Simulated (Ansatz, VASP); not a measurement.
# CoSi: VASP beside Ansatz, part 2 of 2

Wanted: the spread between two codes on one cell, functional and k mesh. The structure shown is the start of the Ansatz relaxation below; VASP solves that cell, so the two are compared at the walk's first step.

VASP 6.6.1 and Ansatz 0.2.0.

So far: The structure; Ansatz: relaxation, PBEsol; VASP: single point, PBEsol, start cell.

## (3) VASP: single point, PBEsol, start cell (continued)

Level of this step: PBEsol, no spin polarisation; plane waves and PAW (Si, Co) (VASP).

Numbers of over 12 decimals in the logs are rounded to 6 here.

OUTCAR, selected parts (step 3):

```text
ion  position               nearest neighbor table
   1  0.845  0.844  0.843-   7 2.25   5 2.27   6 2.27   7 2.33   8 2.33   6 2.34   8 2.43   4 2.64
                             4 2.64   3 2.67   3 2.67   2 2.72   2 2.72
   2  0.655  0.156  0.343-   8 2.25   6 2.27   5 2.27   8 2.33   7 2.33   5 2.34   7 2.43   3 2.64
                             3 2.64   4 2.67   4 2.67   1 2.72   1 2.72
   3  0.345  0.656  0.157-   5 2.25   7 2.27   8 2.27   5 2.33   6 2.33   8 2.34   6 2.43   2 2.64
                             2 2.64   1 2.67   1 2.67   4 2.72   4 2.72
   4  0.155  0.344  0.657-   6 2.25   8 2.27   7 2.27   6 2.33   5 2.33   7 2.34   5 2.43   1 2.64
                             1 2.64   2 2.67   2 2.67   3 2.72   3 2.72
   5  0.146  0.146  0.146-   3 2.25   1 2.27   2 2.27   3 2.33   4 2.33   2 2.34   4 2.43   8 2.63
                             8 2.63   7 2.64   7 2.64   6 2.70   6 2.70
   6  0.354  0.854  0.646-   4 2.25   2 2.27   1 2.27   4 2.33   3 2.33   1 2.34   3 2.43   7 2.63
                             7 2.63   8 2.64   8 2.64   5 2.70   5 2.70
   7  0.646  0.354  0.854-   1 2.25   3 2.27   4 2.27   1 2.33   2 2.33   4 2.34   2 2.43   6 2.63
                             6 2.63   5 2.64   5 2.64   8 2.70   8 2.70
   8  0.854  0.646  0.354-   2 2.25   4 2.27   3 2.27   2 2.33   1 2.33   3 2.34   1 2.43   5 2.63
                             5 2.63   6 2.64   6 2.64   7 2.70   7 2.70

  LATTYP: Found a simple tetragonal cell.
 ALAT       =     4.2541850000
 C/A-ratio  =     1.0484863728

 Subroutine GETGRP returns: Found  4 space group operations
 (whereof  1 operations were pure point group operations)

The static configuration has the point symmetry C_1 .
 The point group associated with its full space group is D_2 .

 Found    125 irreducible k-points:

   k-points           NKPTS =    125   k-points in BZ     NKDIM =    125   number of bands    NBANDS=     34

   dimension x,y,z NGX =    32 NGY =   32 NGZ =   36
   dimension x,y,z NGXF=    64 NGYF=   64 NGZF=   72

   ENCUT  =  520.0 eV  38.22 Ry    6.18 a.u.   7.91  7.91  8.29*2*pi/ulx,y,z

   NELECT =      52.0000    total number of electrons

 k-points in reciprocal lattice and weights: Automatic mesh
   0.00000000  0.00000000  0.00000000       0.002
   0.12500000  0.00000000  0.00000000       0.004
   0.00000000  0.12500000  0.00000000       0.004
   0.25000000  0.00000000  0.00000000       0.004
   0.00000000  0.25000000  0.00000000       0.004
   0.37500000  0.00000000  0.00000000       0.004
   0.00000000  0.37500000  0.00000000       0.004
   0.50000000  0.00000000  0.00000000       0.002
   0.00000000  0.50000000  0.00000000       0.002
[...]
-0.37500000  0.50000000  0.50000000       0.004
   0.50000000  0.50000000  0.50000000       0.002

 average (electrostatic) potential at core
       1 -76.1506       2 -76.1506       3 -76.1506       4 -76.1506       5 -75.0975
       6 -75.0975       7 -75.0975       8 -75.0975

 E-fermi :  13.1640

 k-point     1 :       0.0000    0.0000    0.0000
  band No.  band energies     occupation
    ...
     23      12.2852      2.00000
     24      12.3522      2.00000
     25      13.1476      1.13845
     26      13.1537      1.08716
     27      13.2067      0.64789
     28      15.9927     -0.00000
     29      16.0658     -0.00000
     30      16.0740     -0.00000
     31      16.1802     -0.00000
     32      16.4592     -0.00000
    ...

 k-point     2 :       0.1250    0.0000    0.0000
  band No.  band energies     occupation
    ...
     22      12.2681      2.00000
     23      12.3306      2.00000
     24      12.3474      2.00000
     25      12.9198      2.07091
     26      13.1530      1.09285
     27      13.5237     -0.02901
     28      15.4410     -0.00000
     29      15.6287     -0.00000
     30      15.8567     -0.00000
     31      16.0772     -0.00000
    ...

 k-point     3 :       0.0000    0.1250    0.0000
  band No.  band energies     occupation
    ...
     22      12.2511      2.00000
     23      12.3275      2.00000
     24      12.3525      2.00000
     25      12.9737      2.03876
     26      13.1000      1.51228
     27      13.5025     -0.03775
     28      15.5577     -0.00000
     29      15.5653     -0.00000
     30      15.8750     -0.00000
     31      16.0724     -0.00000
    ...

  Total        8.5749907      8.7238563      1.9440579      0.0000000      0.0000000      0.0000000
  in kB      170.1893316    173.1438929     38.5840561      0.0000000      0.0000000      0.0000000
  external PRESSURE =     127.3057602 kB  Pullay stress =       0.0000000 kB

  energy-cutoff  :      520.00
  volume of cell :       80.73
      direct lattice vectors                 reciprocal lattice vectors
     4.254185000  0.000000000  0.000000000     0.235062650  0.000000000  0.000000000
     0.000000000  4.254185000  0.000000000     0.000000000  0.235062650  0.000000000
     0.000000000  0.000000000  4.460455000     0.000000000  0.000000000  0.224192375

 POSITION                                       TOTAL-FORCE (eV/Angst)
 -----------------------------------------------------------------------------------
      3.59320      3.58905      3.75858         0.038580      0.017748      0.013097
      2.78808      0.66513      1.52835        -0.038580     -0.017748      0.013097
      1.46611      2.79223      0.70188         0.038580     -0.017748     -0.013097
      0.66098      1.46196      2.93210        -0.038580      0.017748     -0.013097
      0.62275      0.62270      0.64967         0.025686      0.043147      0.003294
      1.50434      3.63148      2.87990        -0.025686     -0.043147      0.003294
      2.74985      1.50439      3.81079         0.025686     -0.043147     -0.003294
      3.63143      2.74980      1.58056        -0.025686      0.043147     -0.003294
 -----------------------------------------------------------------------------------
    total drift:                               -0.000049     -0.000052      0.000029

  FREE ENERGIE OF THE ION-ELECTRON SYSTEM (eV)
  ---------------------------------------------------
  free  energy   TOTEN  =       -59.5771838181 eV

  energy  without entropy=      -59.5933113646  energy(sigma->0) =      -59.58255967

 total charge
# of ion       s       p       d       tot
------------------------------------------
    1        0.727   0.936   0.000   1.663
    2        0.727   0.936   0.000   1.663
    3        0.727   0.936   0.000   1.663
    4        0.727   0.936   0.000   1.663
    5        0.474   0.704   7.647   8.826
    6        0.474   0.704   7.647   8.826
    7        0.474   0.704   7.647   8.826
    8        0.474   0.704   7.647   8.826
--------------------------------------------------
tot          4.806   6.563  30.588  41.957

[... 3 further parts left out ...]
```

This run has no spin polarisation, so a moment on Co, if there is one, isn't seen.

## (4) Differences

Known differences besides the potentials themselves: the data sets hold 84 valence electrons in Ansatz (on its PAW soft_1 files) and 52 in VASP; the cutoff is 420 eV in Ansatz and 520 eV in VASP; Ansatz makes its cores anew for this functional, VASP keeps those of its PBE data sets. Total energies have different zeros and are not compared.

Forces (eV/Å; atoms numbered as in POSCAR):

```tsv
atom	Ansatz x, y, z	VASP x, y, z
Si1	0.038, 0.015, 0.010	0.039, 0.018, 0.013
Si2	-0.038, -0.015, 0.010	-0.039, -0.018, 0.013
Si3	0.038, -0.015, -0.010	0.039, -0.018, -0.013
Si4	-0.038, 0.015, -0.010	-0.039, 0.018, -0.013
Co5	0.023, 0.033, 0.000	0.026, 0.043, 0.003
Co6	-0.023, -0.033, 0.000	-0.026, -0.043, 0.003
Co7	0.023, -0.033, 0.000	0.026, -0.043, -0.003
Co8	-0.023, 0.033, 0.000	-0.026, 0.043, -0.003
```

The forces differ by 4.8 meV/Å r.m.s., which is 17.6 % of the r.m.s. force of 0.027 eV/Å (both taken over all components).

## (5) Outcome

```
r.m.s. force difference (single point, PBEsol, start cell) : 4.8 meV/Å
```

**Reading.** The r.m.s. force difference is 4.8 meV/Å (single point, PBEsol, start cell), within the 12 meV/Å picked in this series as the mark of a large difference. The data sets hold unlike numbers of valence electrons (84 in Ansatz and 52 in VASP), so part of the differences comes from the potentials. How closely two codes agree says nothing of how well the functional describes the real material.

[Lines on the potential files, build, host, timing and source positions are cut from VASP's logs without a mark.]

[Logs are printed without paths, hosts, clocks, repeated set-up lines and the standing remarks that a program may print on its own settings, such as how far it seeks lower states.]

[Hosts, paths, dates, database ids (printed as entryN), source tags and the programs' standing remarks are cut or masked in the printed files.]
